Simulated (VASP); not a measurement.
# ZnSn4 (Im-3m) in VASP: further runs

Runs on ZnSn4. Level: PBE. Tasks: single point, relaxation of cell and atoms.

All numbers are computed with VASP 6.6.1; they aren't measurements. Logs are shortened: lines on timing, memory, paths and dates and some standing lists are left out, and cuts for length are marked.

### 1 The cell of the first run

Symmetry: Im-3m, No. 229, cubic system. Conventional cell: a = 6.564 Å, b = 6.564 Å, c = 6.564 Å, α = 90.00°, β = 90.00°, γ = 90.00°. Zn (site symmetry m-3m) has 8 Sn at 2.84 Å as nearest neighbours. Sn (site symmetry -3m) has 2 Zn at 2.84 Å as nearest neighbours.

The cell was built by a generator and needn't be a form met in nature.

### 2 Single point, PBE (species swapped into the MnGa4 type (Im-3m, No. 229))

INCAR reads:

```
SYSTEM = ZnSn4
PREC = Accurate
ENCUT = 520
EDIFF = 1E-7
ISMEAR = 0
SIGMA = 0.1
LREAL = .False.
LASPH = .True.
NELM = 80
ALGO = Fast
ISIF = 2
LWAVE = .False.
LCHARG = .False.
GGA = PE
NBANDS = 42
```

KPOINTS reads:

```
Automatic mesh
0
Gamma
  8 8 8
  0 0 0
```

POSCAR reads:

```
ZnSn4
1.0
   -3.2820655713      3.2820655713      3.2820655713
    3.2820655713     -3.2820655713      3.2820655713
    3.2820655713      3.2820655713     -3.2820655713
Zn Sn
1 4
Direct
    0.0000000000      0.0000000000      0.0000000000
    0.0000000000      0.0000000000      0.5000000000
    0.0000000000      0.5000000000      0.0000000000
    0.5000000000      0.0000000000      0.0000000000
    0.5000000000      0.5000000000      0.5000000000
```

Potentials or basis: VASP PAW PBE potentials, release 64 (Zn, Sn_d).

Started as:

```bash
cat potpaw_PBE.64/Zn/POTCAR potpaw_PBE.64/Sn_d/POTCAR > POTCAR
mpirun -np 1 vasp_std > vasp.out
```

OUTCAR:

```text
SYSTEM = ZnSn4
   PREC = Accurate
   ENCUT = 520
   EDIFF = 1E-7
   ISMEAR = 0
   LREAL = .False.
   LASPH = .True.
   NELM = 80
   ISIF = 2
   GGA = PE

 ion  position               nearest neighbor table
   1  0.000  0.000  0.000-   2 2.84   3 2.84   4 2.84   5 2.84   2 2.84   3 2.84   4 2.84   5 2.84

   2  0.000  0.000  0.500-   1 2.84   1 2.84   4 3.28   5 3.28   3 3.28   3 3.28   4 3.28   5 3.28

   3  0.000  0.500  0.000-   1 2.84   1 2.84   4 3.28   5 3.28   2 3.28   2 3.28   5 3.28   4 3.28

   4  0.500  0.000  0.000-   1 2.84   1 2.84   3 3.28   5 3.28   5 3.28   2 3.28   2 3.28   3 3.28

   5  0.500  0.500  0.500-   1 2.84   1 2.84   3 3.28   4 3.28   4 3.28   3 3.28   2 3.28   2 3.28

  LATTYP: Found a body centered cubic cell.
 ALAT       =     6.5641311426

  Lattice vectors:

 A1 = (  -3.2820655713,   3.2820655713,   3.2820655713)
 A2 = (   3.2820655713,  -3.2820655713,   3.2820655713)
 A3 = (   3.2820655713,   3.2820655713,  -3.2820655713)

Analysis of symmetry for initial positions (statically):
=====================================================================
 Subroutine PRICEL returns:
 Original cell was already a primitive cell.

 Routine SETGRP: Setting up the symmetry group for a
 body centered cubic supercell.

 Subroutine GETGRP returns: Found 48 space group operations
 (whereof 48 operations were pure point group operations)
 out of a pool of 48 trial point group operations.

The static configuration has the point symmetry O_h .

Analysis of symmetry for dynamics (positions and initial velocities):
=====================================================================
 Subroutine PRICEL returns:
 Original cell was already a primitive cell.

 Routine SETGRP: Setting up the symmetry group for a
 body centered cubic supercell.

 Subroutine GETGRP returns: Found 48 space group operations
 (whereof 48 operations were pure point group operations)
 out of a pool of 48 trial point group operations.

The dynamic configuration has the point symmetry O_h .

 Subroutine INISYM returns: Found 48 space group operations
 (whereof 48 operations are pure point group operations),
 and found     1 'primitive' translations

----------------------------------------------------------------------------------------

                                     Primitive cell

  volume of cell :     141.4170

  direct lattice vectors                    reciprocal lattice vectors
    -3.282065571  3.282065571  3.282065571     0.000000000  0.152343087  0.152343087
     3.282065571 -3.282065571  3.282065571     0.152343087  0.000000000  0.152343087
     3.282065571  3.282065571 -3.282065571     0.152343087  0.152343087  0.000000000

  length of vectors
     5.684704323  5.684704323  5.684704323     0.215445659  0.215445659  0.215445659

  position of ions in fractional coordinates (direct lattice)
     0.000000000  0.000000000  0.000000000
     0.000000000  0.000000000  0.500000000
     0.000000000  0.500000000  0.000000000
     0.500000000  0.000000000  0.000000000
     0.500000000  0.500000000  0.500000000

  ion indices of the primitive-cell ions
   primitive index   ion index
                 1           1
                 2           2
                 3           3
                 4           4
                 5           5

----------------------------------------------------------------------------------------

 KPOINTS: Automatic mesh

Automatic generation of k-mesh.
 Grid dimensions read from file:
 generate k-points for:    8    8    8

 Generating k-lattice:

  Cartesian coordinates                     Fractional coordinates (reciprocal lattice)
     0.000000000  0.019042886  0.019042886     0.125000000  0.000000000  0.000000000
     0.019042886  0.000000000  0.019042886     0.000000000  0.125000000  0.000000000
     0.019042886  0.019042886  0.000000000     0.000000000  0.000000000  0.125000000

  Length of vectors
     0.026930707  0.026930707  0.026930707

  Shift w.r.t. Gamma in fractional coordinates (k-lattice)
     0.000000000  0.000000000  0.000000000

 Subroutine IBZKPT returns following result:
 ===========================================

 Found     29 irreducible k-points:

 Following reciprocal coordinates:
            Coordinates               Weight
  0.000000  0.000000  0.000000      1.000000
  0.125000  0.000000  0.000000     12.000000
  0.250000  0.000000  0.000000     12.000000
  0.375000  0.000000  0.000000     12.000000
  0.500000  0.000000  0.000000      6.000000
  0.125000  0.125000  0.000000     24.000000
[... 16 lines left out ...]
 -0.250000  0.250000  0.250000      6.000000
 -0.375000  0.375000  0.250000     24.000000
 [... further k-points ...]
   k-points           NKPTS =     29   k-points in BZ     NKDIM =     29   number of bands    NBANDS=     42
   number of dos      NEDOS =    301   number of ions     NIONS =      5
   total plane-waves  NPLWV =  74088
   dimension x,y,z NGX =    42 NGY =   42 NGZ =   42
   dimension x,y,z NGXF=    84 NGYF=   84 NGZF=   84
   ions per type =               1   4
   NGX,Y,Z   is equivalent  to a cutoff of  12.28, 12.28, 12.28 a.u.
   NGXF,Y,Z  is equivalent  to a cutoff of  24.57, 24.57, 24.57 a.u.
 SYSTEM =  ZnSn4
   PREC   = accura    normal or accurate (medium, high low for compatibility)
   ISTART =      0    job   : 0-new  1-cont  2-samecut
   ICHARG =      2    charge: 1-file 2-atom 10-const
   ISPIN  =      1    spin polarized calculation?
   LNONCOLLINEAR =      F non collinear calculations
   LSORBIT =      F    spin-orbit coupling
   LASPH  =      T    aspherical Exc in radial PAW
   ENCUT  =  520.0 eV  38.22 Ry    6.18 a.u.  10.57 10.57 10.57*2*pi/ulx,y,z
   NELM   =     80;   NELMIN=  2; NELMDL= -5     # of ELM steps
   EDIFF  = 0.1E-06   stopping-criterion for ELM
   LREAL  =      F    real-space projection
   EDIFFG = 0.1E-05   stopping-criterion for IOM
   NSW    =      0    number of steps for IOM
   IBRION =     -1    ionic relax: 0-MD 1-quasi-New 2-CG
   NFREE  =      0    steps in history (QN), initial steepest desc. (CG)
   ISIF   =      2    stress and relaxation
   ISYM   =      2    0-nonsym 1-usesym 2-fastsym
   POTIM  = 0.5000    time-step for ionic-motion
   TEBEG  =    0.0;   TEEND  =   0.0 temperature during run
   PSTRESS=    0.0 pullay stress
   NELECT =      68.0000    total number of electrons
   NUPDOWN=      -1.0000    fix difference up-down
   EMIN   =  10.00;   EMAX   =-10.00  energy-range for DOS
   EFERMI =   0.00;   METHOD = LEGACY
   ISMEAR =     0;   SIGMA  =   0.10  broadening in eV -4-tet -1-fermi 0-gaus
   EFERMI_NEDOS =   21; number of points for ismear=-14 and -15
   IALGO  =     68    algorithm
   IMIX   =      4    mixing-type and parameters
     AMIX     =   0.40;   BMIX     =  1.00
     AMIX_MAG =   1.60;   BMIX_MAG =  1.00
  volume/ion in A,a.u.               =      28.28       190.87
  Fermi-wavevector in a.u.,A,eV,Ry     =   1.282559  2.423684 22.380993  1.644957
  Thomas-Fermi vector in A             =   2.414863
   LORBIT       =      0    0 simple, 1 ext, 2 COOP (PROOUT), +10 PAW based schemes
   GGA     = PE    functional components
   LHFCALC =     F    Hartree Fock is set to
   AEXX    =    0.0000 exact exchange contribution
   IVDW    =     0    specifies the selected vdW correction
   LEPSILON=     F    determine dielectric tensor
   LRPA    =     F    only Hartree local field effects (RPA)
 non-spin polarized calculation
 RMM-DIIS sequential band-by-band and
 Gauss-broadening in eV      SIGMA  =   0.10
  energy-cutoff  :      520.00
  volume of cell :      141.42
 maximum number of plane-waves:      3833
   NGX = 21   NGY = 21   NGZ = 21

 number of electron      67.9999986 magnetization

 Free energy of the ion-electron system (eV)
  ---------------------------------------------------
  ext. energy  EPLUGINS =         0.00000000
  ---------------------------------------------------
  free energy    TOTEN  =       -15.66991315 eV

  energy without entropy =      -15.65555554  energy(sigma->0) =      -15.66273434

 E-fermi :   5.9493     XC(G=0):  -9.7446

 val. band max:        5.9257294403   @ k =   0.5000   0.5000   0.3750
 cond. band min:       5.9745802139   @ k =  -0.2500   0.2500   0.1250
 fundamental gap:      0.0488507736
 Fermi energy:         5.9493168881

 k-point     1 :       0.0000    0.0000    0.0000
  band No.  band energies     occupation
      1     -15.6000      2.00000
      2     -15.6000      2.00000
      3     -15.5501      2.00000
      4     -15.5167      2.00000
      5     -15.5167      2.00000
      6     -15.5059      2.00000
[... 34 lines left out ...]
     41       9.6407      0.00000
     42      13.2631      0.00000

 k-point     2 :       0.1250    0.0000    0.0000
  band No.  band energies     occupation
      1     -15.5961      2.00000
      2     -15.5898      2.00000
      3     -15.5454      2.00000
      4     -15.5137      2.00000
      5     -15.5122      2.00000
      6     -15.5092      2.00000
[... 34 lines left out ...]
     41       9.7517      0.00000
     42      12.9543      0.00000

 k-point     3 :       0.2500    0.0000    0.0000
  band No.  band energies     occupation
      1     -15.5851      2.00000
      2     -15.5606      2.00000
      3     -15.5329      2.00000
      4     -15.5187      2.00000
      5     -15.5053      2.00000
      6     -15.4990      2.00000
[... 34 lines left out ...]
     41      10.2357      0.00000
     42      11.3742      0.00000

 k-point     4 :       0.3750    0.0000    0.0000
  band No.  band energies     occupation
      1     -15.5692      2.00000
      2     -15.5333      2.00000
      3     -15.5163      2.00000
      4     -15.5157      2.00000
      5     -15.4927      2.00000
      6     -15.4799      2.00000
[... 844 lines left out ...]
     41       7.3677      0.00000
     42      13.0701      0.00000

 k-point    23 :      -0.2500    0.2500    0.2500
  band No.  band energies     occupation
      1     -15.5949      2.00000
      2     -15.5362      2.00000
      3     -15.5362      2.00000
      4     -15.5282      2.00000
      5     -15.5126      2.00000
      6     -15.4927      2.00000
[... 34 lines left out ...]
     41      10.4752      0.00000
     42      11.5381      0.00000

 k-point    24 :      -0.3750    0.3750    0.2500
  band No.  band energies     occupation
      1     -15.5880      2.00000
      2     -15.5543      2.00000
      3     -15.5478      2.00000
      4     -15.5209      2.00000
      5     -15.4976      2.00000
      6     -15.4947      2.00000
[... 34 lines left out ...]
     41      11.3370      0.00000
     42      11.7959      0.00000

 [... further k-points ...]

------------------------ aborting loop because EDIFF is reached ----------------------------------------

  FORCE on cell =-STRESS in cart. coord.  units (eV):
  Direction    XX          YY          ZZ          XY          YZ          ZX
  --------------------------------------------------------------------------------------
  -------------------------------------------------------------------------------------
  Total       -0.0202214     -0.0202214     -0.0202214     -0.0000000      0.0000000      0.0000000
  in kB       -0.2290975     -0.2290975     -0.2290975     -0.0000000      0.0000000      0.0000000
  external PRESSURE =      -0.2290975 kB  Pullay stress =       0.0000000 kB

 VOLUME and BASIS-vectors are now :
 -----------------------------------------------------------------------------
  energy-cutoff  :      520.00
  volume of cell :      141.42
      direct lattice vectors                 reciprocal lattice vectors
    -3.282065571  3.282065571  3.282065571     0.000000000  0.152343087  0.152343087
     3.282065571 -3.282065571  3.282065571     0.152343087  0.000000000  0.152343087
     3.282065571  3.282065571 -3.282065571     0.152343087  0.152343087  0.000000000

 POSITION                                       TOTAL-FORCE (eV/Angst)
 -----------------------------------------------------------------------------------
      0.00000      0.00000      0.00000        -0.000000     -0.000000     -0.000000
      1.64103      1.64103     -1.64103         0.000000      0.000000     -0.000000
      1.64103     -1.64103      1.64103        -0.000000     -0.000000      0.000000
     -1.64103      1.64103      1.64103         0.000000     -0.000000     -0.000000
      1.64103      1.64103      1.64103        -0.000000     -0.000000      0.000000
 -----------------------------------------------------------------------------------
    total drift:                               -0.000000     -0.000000      0.000000

  FREE ENERGIE OF THE ION-ELECTRON SYSTEM (eV)
  ---------------------------------------------------
  free  energy   TOTEN  =       -15.6699131473 eV

  energy  without entropy=      -15.6555555360  energy(sigma->0) =      -15.66273434
```

Run time: 2 min. Hardware: 1 thread of AMD EPYC 9R45 (Zen 5), shared host; peak memory 0.3 GiB.

What came out:

| Item | Value |
| --- | --- |
| Free energy | -15.6699 eV |
| Pressure | 0.0 GPa |
| Band gap on the k mesh | none (metal or under the smearing width) |

### 3 Relaxation of cell and atoms, PBE (species swapped into the MnGa4 type (Im-3m, No. 229))

INCAR reads:

```
SYSTEM = ZnSn4
ALGO = Fast
EDIFF = 1E-7
EDIFFG = -0.01
ENCUT = 600
GGA = PE
IBRION = 2
ISIF = 3
ISMEAR = 0
LASPH = .True.
LCHARG = .False.
LREAL = .False.
LWAVE = .False.
NELM = 80
NSW = 100
PREC = Accurate
SIGMA = 0.1
```

KPOINTS reads:

```
k-points
0
Gamma
  8 8 8
  0 0 0
```

POSCAR, as its differences from that of step 2:

```diff
@@ -2,5 +2,5 @@
 1.0
-   -3.2820655713      3.2820655713      3.2820655713
-    3.2820655713     -3.2820655713      3.2820655713
-    3.2820655713      3.2820655713     -3.2820655713
+   -3.2747560600      3.2747560600      3.2747560600
+    3.2747560600     -3.2747560600      3.2747560600
+    3.2747560600      3.2747560600     -3.2747560600
 Zn Sn
```

Potentials or basis: VASP PAW PBE potentials, release 64 (Zn, Sn_d).

Started as:

```bash
cat potpaw_PBE.64/Zn/POTCAR potpaw_PBE.64/Sn_d/POTCAR > POTCAR
mpirun -np 1 vasp_std > vasp.out
```

Wall time 4.6 min (1 thread of AMD EPYC 9R45 (Zen 5), shared host); peak memory 0.4 GiB.

It converged, with:

```yaml
Free_energy: -15.6697 eV
Relaxed_volume: 28.31 Å³/atom
Relaxed_cell: a = 5.687 Å, b = 5.687 Å, c = 5.687 Å, α = 109.47°, β = 109.47°, γ = 109.47°
Space_group_after_relaxing_to_0.05_Å: Im-3m (No. 229)
Energy_gained_by_relaxing: 0.2 meV/atom
Ionic_steps: 2
Pressure_after_relaxing: 0.0 GPa
Band_gap_on_the_k_mesh: none (metal or under the smearing width)
```

The path:
```csv
step,energy change (eV),largest force (eV/Å),pressure (GPa),volume (Å³)
1,0.0000,0.0000,0.30,140.47
2,-0.0009,0.0000,-0.04,141.56
```

Final structure:
```cif
data_structure
_symmetry_space_group_name_H-M 'P 1'
_symmetry_Int_Tables_number 1
_cell_length_a 5.6866
_cell_length_b 5.6866
_cell_length_c 5.6866
_cell_angle_alpha 109.471
_cell_angle_beta 109.471
_cell_angle_gamma 109.471
_cell_volume 141.56
loop_
_atom_site_label
_atom_site_type_symbol
_atom_site_fract_x
_atom_site_fract_y
_atom_site_fract_z
_atom_site_occupancy
Zn1 Zn 0.00000 0.00000 0.00000 1
Sn1 Sn 0.00000 0.00000 0.50000 1
Sn2 Sn 0.00000 0.50000 0.00000 1
Sn3 Sn 0.50000 0.00000 0.00000 1
Sn4 Sn 0.50000 0.50000 0.50000 1
```

Levels at points of the mesh, in eV from the Fermi level:
```csv
k point,band 31,band 32,band 33,band 34,band 35,band 36,band 37,band 38
"(0.00, 0.00, 0.00)",-3.26,-3.26,-1.89,-1.89,-1.89,-1.40,2.80,2.80
"(0.50, 0.00, 0.00)",-3.21,-0.76,-0.62,0.06,0.38,1.44,1.73,1.94
"(0.50, 0.50, 0.50)",-3.76,-2.60,-0.15,-0.15,-0.15,3.56,3.56,3.56
```

### 4 Single point, PBE (species swapped into the MnGa4 type (Im-3m, No. 229))

INCAR reads:

```
PREC = Accurate ; ENCUT = 520
EDIFF = 1E-6 ; ISMEAR = 0
SIGMA = 0.1 ; LREAL = F
LASPH = T ; NELM = 100
ALGO = Normal ; ISIF = 2
LWAVE = F ; LCHARG = F
GGA = PE ; NBANDS = 42
```

KPOINTS reads:

```
Automatic mesh
0
Gamma
  4 4 4
```

POSCAR is that of step 3.

Started as:

```bash
cat potpaw_PBE.64/Zn/POTCAR potpaw_PBE.64/Sn_d/POTCAR > POTCAR
mpirun -np 1 vasp_std > vasp.out
```

It took 29 s on 1 thread of AMD EPYC 9R45 (Zen 5), shared host; peak memory 0.23 GiB.

It converged, with:

| Item | Value |
| --- | --- |
| Free energy | -15.8598 eV |
| Pressure | -0.3 GPa |
| Band gap on the k mesh | none (metal or under the smearing width) |

Levels at points of the mesh, in eV from the Fermi level:
```csv
k point,band 31,band 32,band 33,band 34,band 35,band 36,band 37,band 38
"(0.00, 0.00, 0.00)",-3.43,-3.43,-2.03,-2.03,-2.03,-1.53,2.67,2.67
"(0.50, 0.00, 0.00)",-3.37,-0.90,-0.74,-0.07,0.25,1.33,1.61,1.83
"(0.50, 0.50, 0.50)",-3.92,-2.69,-0.28,-0.28,-0.28,3.44,3.44,3.44
```

### 5 Relaxation of cell and atoms, PBE (species swapped into the MnGa4 type (Im-3m, No. 229))

INCAR reads:

```
SYSTEM = ZnSn4
ALGO = Normal
EDIFF = 1E-6
EDIFFG = -0.04
ENCUT = 600
GGA = PE
IBRION = 2
ISIF = 3
ISMEAR = 0
LASPH = .TRUE.
LCHARG = .FALSE.
LREAL = .FALSE.
LWAVE = .FALSE.
NELM = 100
NSW = 90
PREC = Accurate
SIGMA = 0.1
```

KPOINTS reads:

```
k-points
0
G
  4 4 4
  0 0 0
```

POSCAR, as its differences from that of step 4:

```diff
@@ -2,5 +2,5 @@
 1.0
-   -3.2747560600      3.2747560600      3.2747560600
-    3.2747560600     -3.2747560600      3.2747560600
-    3.2747560600      3.2747560600     -3.2747560600
+   -3.1425308400      3.1425308400      3.1425308400
+    3.1425308400     -3.1425308400      3.1425308400
+    3.1425308400      3.1425308400     -3.1425308400
 Zn Sn
```

Started as:

```bash
cat potpaw_PBE.64/Zn/POTCAR potpaw_PBE.64/Sn_d/POTCAR > POTCAR
mpirun -np 1 vasp_std > vasp.out
```

Run time: 2.4 min. Hardware: 1 thread of Intel Xeon Platinum 8259CL at 2.50GHz (Skylake/Cascade Lake), shared host; peak memory 0.35 GiB.

Results (log left out):

```
Free energy                            : -15.8569 eV
Relaxed volume                         : 27.92 Å³/atom
Relaxed cell                           : a = 5.660 Å, b = 5.660 Å, c = 5.660 Å, α = 109.47°, β = 109.47°, γ = 109.47°
Space group after relaxing (to 0.05 Å) : Im-3m (No. 229)
Energy gained by relaxing              : 62.9 meV/atom
Ionic steps                            : 3
Pressure after relaxing                : 0.0 GPa
Band gap on the k mesh                 : none (metal or under the smearing width)
```

The path:
```tsv
step	energy change (eV)	largest force (eV/Å)	pressure (GPa)	volume (Å³)
1	0.0000	0.0000	7.25	124.14
2	-0.2834	0.0000	-1.68	145.42
3	-0.3147	0.0000	0.02	139.62
```

Final structure:
```
Zn Sn
1.0
    -3.26808    3.26808    3.26808
     3.26808   -3.26808    3.26808
     3.26808    3.26808   -3.26808
Zn Sn
1 4
Direct
  0.00000 0.00000 0.00000
  0.00000 0.00000 0.50000
  0.00000 0.50000 0.00000
  0.50000 0.00000 0.00000
  0.50000 0.50000 0.50000
```

Levels at points of the mesh, in eV from the Fermi level:
| k point | band 31 | band 32 | band 33 | band 34 | band 35 | band 36 | band 37 | band 38 |
| --- | --- | --- | --- | --- | --- | --- | --- | --- |
| (0.00, 0.00, 0.00) | -3.45 | -3.45 | -2.04 | -2.04 | -2.04 | -1.53 | 2.67 | 2.67 |
| (0.50, 0.00, 0.00) | -3.39 | -0.91 | -0.73 | -0.07 | 0.26 | 1.36 | 1.63 | 1.84 |
| (0.50, 0.50, 0.50) | -3.94 | -2.65 | -0.28 | -0.28 | -0.28 | 3.45 | 3.45 | 3.45 |

### 6 Summary

| task | cell | k mesh | cutoff (eV) | gap on the mesh (eV) | pressure (GPa) | relaxed volume (Å³/atom) |
| --- | --- | --- | --- | --- | --- | --- |
| single point | species swapped into the MnGa4 type (Im-3m, No. 229) | 8 × 8 × 8 | 520 | none | 0.0 | - |
| relaxation of cell and atoms | relaxed from: species swapped into the MnGa4 type (Im-3m, No. 229) | 8 × 8 × 8 | 600 | none | 0.0 | 28.31 |
| single point | species swapped into the MnGa4 type (Im-3m, No. 229) | 4 × 4 × 4 | 520 | none | -0.3 | - |
| relaxation of cell and atoms | relaxed from: species swapped into the MnGa4 type (Im-3m, No. 229) | 4 × 4 × 4 | 600 | none | 0.0 | 27.92 |

Alike in all rows: level PBE; potentials or basis VASP PAW PBE potentials, release 64 (Zn, Sn_d); no spin polarisation; smearing gaussian 0.1 eV.

Absolute energies hang on the potentials; compare differences alone.
